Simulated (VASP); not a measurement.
# SnAu5: molecular dynamics, part 2 of 3

Wanted: temperature and structure of SnAu5 along a short trajectory. The start is a cell from a database of measured crystal structures.

VASP 6.6.1; PBEsol; plane waves and PAW (Au, Sn).

So far. Step 2 (Relax the host): The run ended after 20 ionic steps, 0.028 eV below its first step, once forces and stress met EDIFFG = -0.02.

### Step 3. Molecular dynamics

System of this step: SnAu5. Symmetry: R32, No. 155, trigonal system. The conventional cell has a = 5.180 Å, b = 5.180 Å, c = 13.835 Å, α = 90.00°, β = 90.00°, γ = 120.00°. Nearest to Au lie 10 Au at 2.86 to 3.03 Å and 2 Sn at 2.90 Å. Nearest to Au lie 9 Au at 2.86 to 2.99 Å and 3 Sn at 2.99 Å. Sn has 12 Au at 2.90 to 2.99 Å nearest. Farther neighbours are not listed.

Few k-points, a looser threshold and, at fixed cell, a modest cutoff make many steps affordable, at some cost in the accuracy of forces and more in that of pressure. The electronic smearing is set to the highest ionic temperature of the stage, and to no less than 300 K.

File INCAR:

```
SYSTEM = SnAu5
PREC = Normal
ENCUT = 220
EDIFF = 1E-04
NELM = 120
ISMEAR = -1
SIGMA = 0.1379
LREAL = Auto
ALGO = VeryFast
GGA = PS
NBANDS = 146
LWAVE = .FALSE.
LCHARG = .FALSE.
NCORE = 4
IBRION = 0
NSW = 150
POTIM = 2
TEBEG = 1600
TEEND = 1600
ISYM = 0
ISIF = 2
NELMIN = 4
MAXMIX = 40
NBLOCK = 1
RANDOM_SEED = 453228 0 0
NWRITE = 1
MDALGO = 5
CSVR_PERIOD = 20
```

File POSCAR:

```
SnAu5
1.0
   -5.1796211168     -2.9904556461      4.6116992793
    5.1796211168     -2.9904556461      4.6116992793
    0.0000000000      5.9809112923      4.6116992793
Au Sn
20 4
Direct
    0.6620787795      0.3379212205      0.5000000000
    0.1620787795      0.8379212205      0.5000000000
    0.1620787795      0.3379212205      0.0000000000
    0.6620787795      0.8379212205      0.0000000000
    0.3379212205      0.5000000000      0.6620787795
    0.8379212205      0.0000000000      0.6620787795
    0.8379212205      0.5000000000      0.1620787795
    0.3379212205      0.0000000000      0.1620787795
    0.5000000000      0.6620787795      0.3379212205
    0.0000000000      0.1620787795      0.3379212205
    0.0000000000      0.6620787795      0.8379212205
    0.5000000000      0.1620787795      0.8379212205
    0.3297042230      0.3297042230      0.3297042230
    0.8297042230      0.8297042230      0.3297042230
    0.8297042230      0.3297042230      0.8297042230
    0.3297042230      0.8297042230      0.8297042230
    0.6702957770      0.6702957770      0.6702957770
    0.1702957770      0.1702957770      0.6702957770
    0.1702957770      0.6702957770      0.1702957770
    0.6702957770      0.1702957770      0.1702957770
    0.0000000000      0.0000000000      0.0000000000
    0.5000000000      0.5000000000      0.0000000000
    0.5000000000      0.0000000000      0.5000000000
    0.0000000000      0.5000000000      0.5000000000
```

File KPOINTS:

```
Automatic mesh
0
Gamma
2 2 2
0 0 0
```

PAW data sets: Au and Sn (PBE family, release 64).

Started as:

```bash
$ mpirun -np 4 vasp_std
```

Output:

```text
[banner, memory and clock lines left out]
running    4 mpi-ranks, on    1 nodes
 distrk:  each k-point on    4 cores,    1 groups
 distr:  one band on    4 cores,    1 groups

 POSCAR found type information on POSCAR AuSn
 POSCAR found :  2 types and      24 ions
 [... a notice as in an earlier step ...]

 LDA part: xc-table for (Slater+PW92), standard interpolation
 POSCAR, INCAR and KPOINTS ok, starting setup
 FFT: planning ... GRIDC
 FFT: planning ... GRID_SOFT
 FFT: planning ... GRID
 WAVECAR not read
 prediction of wavefunctions initialized - no I/O
 entering main loop
       N       E                     dE             d eps       ncg     rms          rms(c)
RMM:   1     0.167239228844E+04    0.16724E+04   -0.54306E+04  1168   0.661E+02
RMM:   2     0.346021953776E+03   -0.13264E+04   -0.13793E+04  1168   0.209E+02
RMM:   3     0.298959504943E+02   -0.31613E+03   -0.31289E+03  1168   0.888E+01
RMM:   4    -0.631680267933E+02   -0.93064E+02   -0.71002E+02  1168   0.495E+01
RMM:   5    -0.909578203095E+02   -0.27790E+02   -0.20788E+02  1168   0.246E+01
RMM:   6    -0.100125567675E+03   -0.91677E+01   -0.69666E+01  1168   0.145E+01
RMM:   7    -0.103041958637E+03   -0.29164E+01   -0.25802E+01  1168   0.847E+00
RMM:   8    -0.104204970033E+03   -0.11630E+01   -0.10470E+01  1168   0.515E+00
RMM:   9    -0.104863909307E+03   -0.65894E+00   -0.62955E+00  2491   0.326E+00
RMM:  10    -0.104998633708E+03   -0.13472E+00   -0.12750E+00  2402   0.114E+00
RMM:  11    -0.105018363277E+03   -0.19730E-01   -0.16584E-01  2554   0.548E-01
RMM:  12    -0.105022971786E+03   -0.46085E-02   -0.45153E-02  2395   0.203E-01    0.370E+01
RMM:  13    -0.966313166504E+02    0.83917E+01   -0.25904E+01  4256   0.129E+01    0.225E+01
RMM:  14    -0.961256691096E+02    0.50565E+00   -0.66130E-01  2932   0.201E+00    0.105E+01
RMM:  15    -0.960401168675E+02    0.85552E-01   -0.13000E-01  2412   0.726E-01    0.723E-01
RMM:  16    -0.960338242213E+02    0.62926E-02   -0.18271E-02  2336   0.345E-01    0.253E-01
RMM:  17    -0.960328693364E+02    0.95488E-03   -0.48995E-03  2336   0.165E-01    0.953E-02
RMM:  18    -0.960328907703E+02   -0.21434E-04   -0.52472E-04  1840   0.520E-02
      1 T=  1560. E= -.91396224E+02 F= -.96032891E+02 E0= -.95650502E+02  EK= 0.46367E+01 SP= 0.00E+00 SK= 0.00E+00
 bond charge predicted
       N       E                     dE             d eps       ncg     rms          rms(c)
RMM:   1    -0.959312006202E+02    0.10167E+00   -0.96749E+00  2336   0.686E+00    0.572E-01
RMM:   2    -0.960152082580E+02   -0.84008E-01   -0.84994E-01  2336   0.289E+00    0.202E-01
RMM:   3    -0.960283352055E+02   -0.13127E-01   -0.13336E-01  2339   0.883E-01    0.175E-01
RMM:   4    -0.960306612744E+02   -0.23261E-02   -0.25397E-02  2400   0.460E-01    0.194E-01
RMM:   5    -0.960307753342E+02   -0.11406E-03   -0.47673E-03  2306   0.182E-01    0.148E-01
RMM:   6    -0.960312121961E+02   -0.43686E-03   -0.53295E-03  2336   0.181E-01    0.203E-01
RMM:   7    -0.960307591916E+02    0.45300E-03   -0.42235E-04  1809   0.550E-02    0.122E-01
RMM:   8    -0.960305781022E+02    0.18109E-03   -0.15404E-03  2316   0.895E-02    0.237E-02
RMM:   9    -0.960305653667E+02    0.12736E-04   -0.12431E-04  1357   0.322E-02
      2 T=  1618. E= -.91219790E+02 F= -.96030565E+02 E0= -.95648767E+02  EK= 0.48108E+01 SP= 0.00E+00 SK= 0.00E+00
[... from here on, the cycles between the ionic steps are left out ...]
      3 T=  1605. E= -.91247195E+02 F= -.96018713E+02 E0= -.95637580E+02  EK= 0.47715E+01 SP= 0.00E+00 SK= 0.00E+00
      5 T=  1457. E= -.91636944E+02 F= -.95967828E+02 E0= -.95588423E+02  EK= 0.43309E+01 SP= 0.00E+00 SK= 0.00E+00
      7 T=  1233. E= -.92221628E+02 F= -.95886216E+02 E0= -.95508928E+02  EK= 0.36646E+01 SP= 0.00E+00 SK= 0.00E+00
      9 T=  1400. E= -.91613493E+02 F= -.95776225E+02 E0= -.95401397E+02  EK= 0.41627E+01 SP= 0.00E+00 SK= 0.00E+00
     11 T=  1732. E= -.90473065E+02 F= -.95622401E+02 E0= -.95250660E+02  EK= 0.51493E+01 SP= 0.00E+00 SK= 0.00E+00
     13 T=  1251. E= -.91706239E+02 F= -.95424962E+02 E0= -.95056816E+02  EK= 0.37187E+01 SP= 0.00E+00 SK= 0.00E+00
     15 T=  1286. E= -.91393456E+02 F= -.95215603E+02 E0= -.94850984E+02  EK= 0.38221E+01 SP= 0.00E+00 SK= 0.00E+00
     17 T=  1321. E= -.91055337E+02 F= -.94982096E+02 E0= -.94621176E+02  EK= 0.39268E+01 SP= 0.00E+00 SK= 0.00E+00
     19 T=  1427. E= -.90471083E+02 F= -.94712404E+02 E0= -.94355550E+02  EK= 0.42413E+01 SP= 0.00E+00 SK= 0.00E+00
     21 T=  1235. E= -.90746714E+02 F= -.94419818E+02 E0= -.94067192E+02  EK= 0.36731E+01 SP= 0.00E+00 SK= 0.00E+00
     23 T=   974. E= -.91236504E+02 F= -.94133351E+02 E0= -.93784763E+02  EK= 0.28968E+01 SP= 0.00E+00 SK= 0.00E+00
     25 T=   999. E= -.90897555E+02 F= -.93868973E+02 E0= -.93524132E+02  EK= 0.29714E+01 SP= 0.00E+00 SK= 0.00E+00
     27 T=  1136. E= -.90231768E+02 F= -.93610176E+02 E0= -.93269120E+02  EK= 0.33784E+01 SP= 0.00E+00 SK= 0.00E+00
     29 T=  1413. E= -.89135412E+02 F= -.93335607E+02 E0= -.92998783E+02  EK= 0.42002E+01 SP= 0.00E+00 SK= 0.00E+00
     31 T=  1563. E= -.88406527E+02 F= -.93053162E+02 E0= -.92720973E+02  EK= 0.46466E+01 SP= 0.00E+00 SK= 0.00E+00
     33 T=  1581. E= -.88073523E+02 F= -.92775049E+02 E0= -.92447801E+02  EK= 0.47015E+01 SP= 0.00E+00 SK= 0.00E+00
     35 T=  1804. E= -.87145721E+02 F= -.92507820E+02 E0= -.92185815E+02  EK= 0.53621E+01 SP= 0.00E+00 SK= 0.00E+00
     37 T=  1532. E= -.87708899E+02 F= -.92264676E+02 E0= -.91947999E+02  EK= 0.45558E+01 SP= 0.00E+00 SK= 0.00E+00
     39 T=  1614. E= -.87269355E+02 F= -.92066288E+02 E0= -.91754677E+02  EK= 0.47969E+01 SP= 0.00E+00 SK= 0.00E+00
     41 T=  1712. E= -.86807661E+02 F= -.91896233E+02 E0= -.91589832E+02  EK= 0.50886E+01 SP= 0.00E+00 SK= 0.00E+00
     43 T=  1727. E= -.86616818E+02 F= -.91750956E+02 E0= -.91449916E+02  EK= 0.51341E+01 SP= 0.00E+00 SK= 0.00E+00
     45 T=  1627. E= -.86800426E+02 F= -.91638845E+02 E0= -.91342768E+02  EK= 0.48384E+01 SP= 0.00E+00 SK= 0.00E+00
     47 T=  1443. E= -.87265286E+02 F= -.91554896E+02 E0= -.91263505E+02  EK= 0.42896E+01 SP= 0.00E+00 SK= 0.00E+00
     49 T=  1467. E= -.87135592E+02 F= -.91495720E+02 E0= -.91208589E+02  EK= 0.43601E+01 SP= 0.00E+00 SK= 0.00E+00
     51 T=  1495. E= -.87006069E+02 F= -.91451181E+02 E0= -.91168095E+02  EK= 0.44451E+01 SP= 0.00E+00 SK= 0.00E+00
     53 T=  1431. E= -.87158796E+02 F= -.91414384E+02 E0= -.91135048E+02  EK= 0.42556E+01 SP= 0.00E+00 SK= 0.00E+00
     55 T=  1737. E= -.86212568E+02 F= -.91377619E+02 E0= -.91101950E+02  EK= 0.51651E+01 SP= 0.00E+00 SK= 0.00E+00
     57 T=  2102. E= -.85075782E+02 F= -.91323555E+02 E0= -.91051676E+02  EK= 0.62478E+01 SP= 0.00E+00 SK= 0.00E+00
     59 T=  2164. E= -.84798145E+02 F= -.91231618E+02 E0= -.90963693E+02  EK= 0.64335E+01 SP= 0.00E+00 SK= 0.00E+00
     61 T=  1830. E= -.85659336E+02 F= -.91099829E+02 E0= -.90835575E+02  EK= 0.54405E+01 SP= 0.00E+00 SK= 0.00E+00
     63 T=  1757. E= -.85717729E+02 F= -.90942496E+02 E0= -.90681499E+02  EK= 0.52248E+01 SP= 0.00E+00 SK= 0.00E+00
     65 T=  1412. E= -.86562338E+02 F= -.90760619E+02 E0= -.90502671E+02  EK= 0.41983E+01 SP= 0.00E+00 SK= 0.00E+00
     67 T=  1206. E= -.86990656E+02 F= -.90577415E+02 E0= -.90322162E+02  EK= 0.35868E+01 SP= 0.00E+00 SK= 0.00E+00
     69 T=  1380. E= -.86291430E+02 F= -.90393594E+02 E0= -.90140906E+02  EK= 0.41022E+01 SP= 0.00E+00 SK= 0.00E+00
     71 T=  1171. E= -.86721726E+02 F= -.90201700E+02 E0= -.89951583E+02  EK= 0.34800E+01 SP= 0.00E+00 SK= 0.00E+00
     73 T=  1258. E= -.86290239E+02 F= -.90029047E+02 E0= -.89781287E+02  EK= 0.37388E+01 SP= 0.00E+00 SK= 0.00E+00
     75 T=  1284. E= -.86055293E+02 F= -.89873125E+02 E0= -.89627669E+02  EK= 0.38178E+01 SP= 0.00E+00 SK= 0.00E+00
     77 T=  1307. E= -.85870765E+02 F= -.89756598E+02 E0= -.89513186E+02  EK= 0.38858E+01 SP= 0.00E+00 SK= 0.00E+00
     79 T=  1327. E= -.85749342E+02 F= -.89694719E+02 E0= -.89453072E+02  EK= 0.39454E+01 SP= 0.00E+00 SK= 0.00E+00
     81 T=  1287. E= -.85875013E+02 F= -.89700841E+02 E0= -.89460567E+02  EK= 0.38258E+01 SP= 0.00E+00 SK= 0.00E+00
     83 T=  1353. E= -.85757950E+02 F= -.89781798E+02 E0= -.89542427E+02  EK= 0.40238E+01 SP= 0.00E+00 SK= 0.00E+00
     85 T=  1524. E= -.85399974E+02 F= -.89931631E+02 E0= -.89692651E+02  EK= 0.45317E+01 SP= 0.00E+00 SK= 0.00E+00
     87 T=  1848. E= -.84633755E+02 F= -.90129039E+02 E0= -.89889885E+02  EK= 0.54953E+01 SP= 0.00E+00 SK= 0.00E+00
     89 T=  1790. E= -.85026529E+02 F= -.90347308E+02 E0= -.90107352E+02  EK= 0.53208E+01 SP= 0.00E+00 SK= 0.00E+00
     91 T=  1686. E= -.85523982E+02 F= -.90536010E+02 E0= -.90294740E+02  EK= 0.50120E+01 SP= 0.00E+00 SK= 0.00E+00
     93 T=  1904. E= -.85031234E+02 F= -.90690981E+02 E0= -.90447925E+02  EK= 0.56597E+01 SP= 0.00E+00 SK= 0.00E+00
     95 T=  2351. E= -.83816726E+02 F= -.90806074E+02 E0= -.90560591E+02  EK= 0.69893E+01 SP= 0.00E+00 SK= 0.00E+00
     97 T=  2190. E= -.84337108E+02 F= -.90848780E+02 E0= -.90600232E+02  EK= 0.65117E+01 SP= 0.00E+00 SK= 0.00E+00
     99 T=  2061. E= -.84684594E+02 F= -.90811563E+02 E0= -.90559627E+02  EK= 0.61270E+01 SP= 0.00E+00 SK= 0.00E+00
    101 T=  1785. E= -.85408307E+02 F= -.90714584E+02 E0= -.90459124E+02  EK= 0.53063E+01 SP= 0.00E+00 SK= 0.00E+00
    103 T=  1578. E= -.85895583E+02 F= -.90585571E+02 E0= -.90326593E+02  EK= 0.46900E+01 SP= 0.00E+00 SK= 0.00E+00
    105 T=  1362. E= -.86394194E+02 F= -.90442657E+02 E0= -.90180111E+02  EK= 0.40485E+01 SP= 0.00E+00 SK= 0.00E+00
    107 T=  1428. E= -.86062859E+02 F= -.90306954E+02 E0= -.90040944E+02  EK= 0.42441E+01 SP= 0.00E+00 SK= 0.00E+00
    109 T=  1427. E= -.85930809E+02 F= -.90172488E+02 E0= -.89902761E+02  EK= 0.42417E+01 SP= 0.00E+00 SK= 0.00E+00
    111 T=  1693. E= -.85014122E+02 F= -.90048033E+02 E0= -.89774597E+02  EK= 0.50339E+01 SP= 0.00E+00 SK= 0.00E+00
    113 T=  1712. E= -.84839506E+02 F= -.89928610E+02 E0= -.89651451E+02  EK= 0.50891E+01 SP= 0.00E+00 SK= 0.00E+00
    115 T=  1628. E= -.84982914E+02 F= -.89821742E+02 E0= -.89541131E+02  EK= 0.48388E+01 SP= 0.00E+00 SK= 0.00E+00
    117 T=  1783. E= -.84431401E+02 F= -.89732871E+02 E0= -.89449216E+02  EK= 0.53015E+01 SP= 0.00E+00 SK= 0.00E+00
    119 T=  1765. E= -.84409533E+02 F= -.89657364E+02 E0= -.89371056E+02  EK= 0.52478E+01 SP= 0.00E+00 SK= 0.00E+00
    121 T=  1753. E= -.84388484E+02 F= -.89601437E+02 E0= -.89312995E+02  EK= 0.52130E+01 SP= 0.00E+00 SK= 0.00E+00
    123 T=  1503. E= -.85102702E+02 F= -.89570692E+02 E0= -.89280532E+02  EK= 0.44680E+01 SP= 0.00E+00 SK= 0.00E+00
    125 T=  1462. E= -.85230343E+02 F= -.89576677E+02 E0= -.89285213E+02  EK= 0.43463E+01 SP= 0.00E+00 SK= 0.00E+00
    127 T=  1352. E= -.85609210E+02 F= -.89627878E+02 E0= -.89335352E+02  EK= 0.40187E+01 SP= 0.00E+00 SK= 0.00E+00
    129 T=  1553. E= -.85107984E+02 F= -.89723658E+02 E0= -.89430311E+02  EK= 0.46157E+01 SP= 0.00E+00 SK= 0.00E+00
    131 T=  2026. E= -.83852328E+02 F= -.89876372E+02 E0= -.89582308E+02  EK= 0.60240E+01 SP= 0.00E+00 SK= 0.00E+00
    133 T=  1877. E= -.84470980E+02 F= -.90050083E+02 E0= -.89755511E+02  EK= 0.55791E+01 SP= 0.00E+00 SK= 0.00E+00
    135 T=  2370. E= -.83165930E+02 F= -.90213048E+02 E0= -.89918287E+02  EK= 0.70471E+01 SP= 0.00E+00 SK= 0.00E+00
    137 T=  2310. E= -.83495599E+02 F= -.90364283E+02 E0= -.90069695E+02  EK= 0.68687E+01 SP= 0.00E+00 SK= 0.00E+00
    139 T=  2185. E= -.83971231E+02 F= -.90466775E+02 E0= -.90172727E+02  EK= 0.64955E+01 SP= 0.00E+00 SK= 0.00E+00
    141 T=  2232. E= -.83894580E+02 F= -.90530184E+02 E0= -.90237013E+02  EK= 0.66356E+01 SP= 0.00E+00 SK= 0.00E+00
    143 T=  1985. E= -.84653458E+02 F= -.90553445E+02 E0= -.90261430E+02  EK= 0.59000E+01 SP= 0.00E+00 SK= 0.00E+00
    145 T=  2249. E= -.83859456E+02 F= -.90546967E+02 E0= -.90256313E+02  EK= 0.66875E+01 SP= 0.00E+00 SK= 0.00E+00
    147 T=  2099. E= -.84272351E+02 F= -.90512915E+02 E0= -.90223841E+02  EK= 0.62406E+01 SP= 0.00E+00 SK= 0.00E+00
    149 T=  2090. E= -.84247615E+02 F= -.90462327E+02 E0= -.90174915E+02  EK= 0.62147E+01 SP= 0.00E+00 SK= 0.00E+00
Information: wavefunction orthogonal band  146  0.8818
Information: wavefunction orthogonal band  143  0.8856
Information: wavefunction orthogonal band  144  0.8932
 bond charge predicted
 prediction of wavefunctions
       N       E                     dE             d eps       ncg     rms          rms(c)
RMM:   1    -0.904337881980E+02    0.28535E-01   -0.21815E-02  2385   0.187E-01    0.135E-02
RMM:   2    -0.904339343892E+02   -0.14619E-03   -0.15227E-03  2226   0.706E-02    0.102E-02
RMM:   3    -0.904339826572E+02   -0.48268E-04   -0.47738E-04  1698   0.275E-02    0.934E-03
RMM:   4    -0.904339865098E+02   -0.38526E-05   -0.39262E-05  1229   0.123E-02
    150 T=  2138. E= -.84076287E+02 F= -.90433987E+02 E0= -.90147430E+02  EK= 0.63577E+01 SP= 0.00E+00 SK= 0.00E+00
Information: wavefunction orthogonal band  145  0.8561
Information: wavefunction orthogonal band  145  0.8890
Information: wavefunction orthogonal band  142  0.8830
Information: wavefunction orthogonal band  144  0.8910
 bond charge predicted
 prediction of wavefunctions
 wavefunctions rotated
```

Elapsed: 9.8 min, on 4 MPI ranks of AMD EPYC 9R45, shared host; peak memory 0.61 GiB; 39 min of CPU time.

Parts of OUTCAR (step 3):

```text
 Found      8 irreducible k-points:

   k-points           NKPTS =      8   k-points in BZ     NKDIM =      8   number of bands    NBANDS=    146

   dimension x,y,z NGX =    28 NGY =   28 NGZ =   28
   dimension x,y,z NGXF=    56 NGYF=   56 NGZF=   56

   ENCUT  =  220.0 eV  16.17 Ry    4.02 a.u.   9.13  9.13  9.13*2*pi/ulx,y,z

   NELECT =     236.0000    total number of electrons

 E-fermi :   8.9717

 k-point     1 :       0.0000    0.0000    0.0000
  band No.  band energies     occupation
    ...
    117       8.0197      1.99799
    118       8.2995      1.98484
    119       8.4116      1.96614
    120       8.6305      1.84469
    121       8.9026      1.24561
    122      10.1266      0.00046
    123      10.4471      0.00005
    124      10.7199      0.00001
    125      10.9149      0.00000
    126      11.0730      0.00000
    ...

 k-point     2 :       0.5000   -0.0000    0.0000
  band No.  band energies     occupation
    ...
    116       8.4375      1.95929
    117       8.6545      1.81778
    118       8.6767      1.78931
    119       8.7147      1.73153
    120       9.0834      0.61572
    121       9.9067      0.00227
    122      10.2101      0.00025
    123      10.4934      0.00003
    124      10.6844      0.00001
    125      11.1860      0.00000
    ...

  Total       26.7534298     15.4456044     13.2383028     -2.5635692     -7.1246641     -5.0493281
  in kB      100.0097772     57.7388195     49.4874760     -9.5831447    -26.6334475    -18.8754182
  external PRESSURE =      69.0786909 kB  Pullay stress =       0.0000000 kB

  energy-cutoff  :      220.00
  volume of cell :      428.60
      direct lattice vectors                 reciprocal lattice vectors
    -5.179621117 -2.990455646  4.611699279    -0.096532157 -0.055732867  0.072279937
     5.179621117 -2.990455646  4.611699279     0.096532157 -0.055732867  0.072279937
     0.000000000  5.980911292  4.611699279     0.000000000  0.111465734  0.072279937

 POSITION                                       TOTAL-FORCE (eV/Angst)
 -----------------------------------------------------------------------------------
     -1.47907     -0.00613      6.99977        -1.986039      1.035911     -0.780570
      3.60272      0.80552      6.65408        -0.750592      0.200800      0.690156
      1.11975      3.97481      6.43476         1.633558     -1.843677      2.184285
      1.26021      1.42934     11.35643        -0.700377      0.048263      0.918427
      0.90397      1.07690      6.75289         0.672704      0.399558      0.271639
     -4.02145      1.36927      7.09778         0.515538      0.478850      0.252569
     -2.23129     -2.94248      6.97395        -0.111644     -0.610203     -0.556971
      3.14453     -2.47155      6.83616        -0.882826      0.326946     -1.031850
      0.15454     -1.88648      7.22737         2.456313     -1.194355     -1.437883
      0.54575      1.20238      2.40780         1.072248      0.896927     -2.117005
     -1.12096      0.63238     12.03534        -1.128412     -0.476000      0.073577
     -1.37704      2.92826      6.68339        -0.562913     -0.874093      1.885952
     -0.51580     -0.19380      4.17942         2.102550     -0.952040      2.107848
      0.12259     -3.19038      9.51628        -2.832132     -0.718655     -0.051011
     -1.99876      1.60454      9.16965        -0.148788      0.360800      0.080547
      2.90882      1.62592      9.45889        -0.451860      0.792719     -2.534215
     -0.03286     -0.39640      9.43072        -0.073326      1.575198      0.763951
     -0.33582      2.80178      4.26776         0.414934     -0.344965      0.121386
      2.08292     -1.12534      4.84778         1.429237      1.381916     -0.076944
     -2.78643     -1.13759      4.64002         0.731923     -4.188723      0.530254
      0.21829      5.52610      4.82548        -0.062830      2.550301     -1.602409
      0.30467     -2.81586      4.54374        -1.406805     -1.999089     -0.320329
      2.37727     -1.60386      9.23592         0.375098      2.522686      0.187951
     -2.81117     -1.30556      9.05252        -0.310748      0.648367      0.478920
 -----------------------------------------------------------------------------------
    total drift:                               -0.005188      0.017444      0.038273

  FREE ENERGIE OF THE ION-ELECTRON SYSTEM (eV)
  ---------------------------------------------------
  free  energy   TOTEN  =       -90.4339865098 eV

  energy  without entropy=      -89.8608741365  energy(sigma->0) =      -90.14743032

[... 7 further parts left out ...]
```

(Part 2 of 3 ends here.)

[Lines on the potential files, build, host, timing and source positions are cut from VASP's logs without a mark.]

[Logs are printed without paths, hosts, clocks, repeated set-up lines and the standing remarks that a program may print on its own settings, such as how far it seeks lower states.]

[Hosts, paths, dates, database ids (printed as entryN), source tags and the programs' standing remarks are cut or masked in the printed files.]

[Runs that stopped without an error message from VASP are left out.]
